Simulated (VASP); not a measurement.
Data:

```xyz
3
Lattice="0.0000 3.1000 3.1000 3.1000 0.0000 3.1000 3.1000 3.1000 0.0000" Properties=species:S:1:pos:R:3 pbc="T T T"
Ba     0.0000     0.0000     0.0000
F      1.5500     1.5500     1.5500
F      4.6500     4.6500     4.6500
```

These are PBE GGA, VASP's PBE PAW potentials (set 64) (plane waves; VASP) values and carry that method's errors. Settings: 520 eV cut-off, 7×7×7 Γ-centred mesh, second-order Methfessel-Paxton smearing of 0.30 eV, potentials Ba_sv F.

Question: Give the stress tensor in GPa (positive for a compressed cell).

Answer: 
```
2.27  0.00  0.00
0.00  2.27  0.00
0.00  0.00  2.27
```
The pressure is its mean diagonal, 2.27 GPa.

The compound is BaF2 in the fluorite structure. The cell was not relaxed at this level. The run is one of a series of settings (ISMEAR = 2, SIGMA = 0.3 against the base run), some of them coarse on purpose.
